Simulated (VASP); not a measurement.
These are PBE GGA, VASP's PBE PAW potentials (set 64) (plane waves; VASP) values and carry that method's errors.

A VASP calculation is set up with these files.

### POSCAR
```
FeO
1
    4.3300000000     2.1650000000     2.1650000000
    2.1650000000     4.3300000000     2.1650000000
    2.1650000000     2.1650000000     4.3300000000
Fe O
2 2
Direct
  0.0000000000   0.0000000000   0.0000000000
  0.5000000000   0.5000000000   0.5000000000
  0.2500000000   0.2500000000   0.2500000000
  0.7500000000   0.7500000000   0.7500000000
```

### INCAR
```
SYSTEM = FeO
PREC = Accurate
ENCUT = 520
EDIFF = 1E-6
NELM = 100
ALGO = Normal
LREAL = .FALSE.
LASPH = .TRUE.
ISMEAR = 0
SIGMA = 0.05
GGA = PE
LMAXMIX = 4
ISPIN = 2
MAGMOM = 4.0 -4.0 0.0 0.0
LORBIT = 10
LWAVE = .FALSE.
LCHARG = .FALSE.
ISIF = 2
NBANDS = 36
```

**KPOINTS**
```
Automatic mesh
0
Gamma
8 8 8
0 0 0
```

POTCAR, in this order: Fe O (PBE.64 set). Program: vasp_std.

Output of the run:

### OSZICAR
```
       N       E                     dE             d eps       ncg     rms          rms(c)
DAV:   1     0.228364989046E+03    0.22836E+03   -0.12105E+04  9952   0.937E+02
DAV:   2    -0.120477052076E+02   -0.24041E+03   -0.21009E+03  9468   0.249E+02
DAV:   3    -0.349767565543E+02   -0.22929E+02   -0.21339E+02 10468   0.819E+01
DAV:   4    -0.353793766348E+02   -0.40262E+00   -0.40141E+00 11372   0.113E+01
DAV:   5    -0.353832794848E+02   -0.39029E-02   -0.39025E-02 11228   0.112E+00    0.216E+01
DAV:   6    -0.317384753403E+02    0.36448E+01   -0.22688E+01 13484   0.569E+01    0.285E+01
DAV:   7    -0.297986218209E+02    0.19399E+01   -0.70049E+00 12500   0.398E+01    0.123E+01
DAV:   8    -0.298243356748E+02   -0.25714E-01   -0.63231E-01 10944   0.398E+00    0.753E+00
DAV:   9    -0.298020818868E+02    0.22254E-01   -0.18360E-01 13704   0.344E+00    0.150E+00
DAV:  10    -0.297997682974E+02    0.23136E-02   -0.34007E-02 12936   0.274E+00    0.365E-01
DAV:  11    -0.297997925523E+02   -0.24255E-04   -0.51824E-03 14284   0.699E-01    0.170E-01
DAV:  12    -0.297999528776E+02   -0.16033E-03   -0.47586E-04 10584   0.138E-01    0.837E-02
DAV:  13    -0.298000227123E+02   -0.69835E-04   -0.22165E-04 11956   0.709E-02    0.483E-02
DAV:  14    -0.298000339335E+02   -0.11221E-04   -0.66705E-05 11808   0.388E-02    0.223E-02
DAV:  15    -0.298000396232E+02   -0.56897E-05   -0.17708E-05 11368   0.268E-02    0.163E-02
DAV:  16    -0.298000386454E+02    0.97788E-06   -0.37514E-06 10564   0.228E-02
   1 F= -.29800039E+02 E0= -.29796619E+02  d E =-.684006E-02  mag=    -0.0000
```

File OUTCAR:
```
------------------------ aborting loop because EDIFF is reached ----------------------------------------
  FORCE on cell =-STRESS in cart. coord.  units (eV):
  Direction    XX          YY          ZZ          XY          YZ          ZX
  --------------------------------------------------------------------------------------
  Total       -0.9866032     -0.9866032     -0.9866032      0.7349224      0.7349224      0.7349224
  in kB      -38.9421021    -38.9421021    -38.9421021     29.0080409     29.0080409     29.0080409
  external PRESSURE =     -38.9421021 kB  Pullay stress =       0.0000000 kB
  volume of cell :       40.59
      direct lattice vectors                 reciprocal lattice vectors
     4.330000000  2.165000000  2.165000000     0.346420323 -0.115473441 -0.115473441
     2.165000000  4.330000000  2.165000000    -0.115473441  0.346420323 -0.115473441
     2.165000000  2.165000000  4.330000000    -0.115473441 -0.115473441  0.346420323
 POSITION                                       TOTAL-FORCE (eV/Angst)
 -----------------------------------------------------------------------------------
      0.00000      0.00000      0.00000        -0.000000      0.000000     -0.000000
      4.33000      4.33000      4.33000        -0.000000     -0.000000     -0.000000
      2.16500      2.16500      2.16500        -0.000000      0.000000      0.000000
      6.49500      6.49500      6.49500         0.000000     -0.000000     -0.000000
 -----------------------------------------------------------------------------------
    total drift:                                0.000000     -0.000000     -0.000000
  FREE ENERGIE OF THE ION-ELECTRON SYSTEM (eV)
  ---------------------------------------------------
  free  energy   TOTEN  =       -29.8000386454 eV

  energy  without entropy=      -29.7931985889  energy(sigma->0) =      -29.79661862

 total charge

# of ion       s       p       d       tot
------------------------------------------
    1        0.279   0.344   6.115   6.738
    2        0.279   0.344   6.115   6.738
    3        1.561   3.414   0.000   4.976
    4        1.561   3.414   0.000   4.976
--------------------------------------------------
tot          3.681   7.516  12.230  23.427

 magnetization (x)

# of ion       s       p       d       tot
------------------------------------------
    1        0.004   0.004   3.431   3.438
    2       -0.004  -0.004  -3.431  -3.438
    3        0.000   0.000   0.000   0.000
    4        0.000   0.000   0.000   0.000
--------------------------------------------------
tot          0.000   0.000   0.000   0.000
```
(Selected blocks of OUTCAR.)

**OUTCAR**
```
 val. band max:        6.0831318744   @ k =   0.3750   0.2500   0.1250

 cond. band min:       6.0971930111   @ k =   0.3750   0.3750   0.3750


 Fermi energy:         6.0892558721

 spin component 1

 k-point     1 :       0.0000    0.0000    0.0000
  band No.  band energies     occupation
      1     -14.3931      1.00000
      2     -13.2628      1.00000
      3      -2.2584      1.00000
      4       0.0816      1.00000
      5       0.0817      1.00000
      6       2.4628      1.00000
      7       2.4674      1.00000
      8       2.4674      1.00000
      9       2.8321      1.00000
     10       2.8712      1.00000
     11       2.8712      1.00000
     12       3.9282      1.00000
     13       3.9283      1.00000
     14       5.9473      0.99997
     15       5.9475      0.99997
     16       6.3245      0.00000
     17       6.4640      0.00000
     18       7.9769      0.00000
     19       7.9771      0.00000
     20      10.3473      0.00000
     21      14.9183      0.00000
     22      18.9314      0.00000
     23      18.9314      0.00000
     24      21.4636      0.00000
     25      23.4108      0.00000
     26      23.4466      0.00000
     27      23.4466      0.00000
     28      25.9783      0.00000
     29      27.2373      0.00000
     30      27.2753      0.00000
     31      27.2753      0.00000
     32      29.4810      0.00000
     33      29.4810      0.00000
     34      29.8654      0.00000
     35      30.2612      0.00000
     36      30.2612      0.00000

 k-point     2 :       0.1250   -0.0000   -0.0000
  band No.  band energies     occupation
      1     -14.2590      1.00000
      2     -13.2494      1.00000
      3      -2.0069      1.00000
      4      -0.0087      1.00000
      5       0.1308      1.00000
      6       1.2646      1.00000
      7       1.9731      1.00000
      8       1.9922      1.00000
      9       2.8141      1.00000
     10       3.1566      1.00000
...
```

The compound is FeO in the rock salt, AFM-II order structure. The cell was not relaxed at this level. The k-mesh is coarse (spacing up to 0.30 per Å, 2π included), so the numbers may not be converged in it. The run is one of a series of settings (NBANDS = 36 against the base run), some of them coarse on purpose.
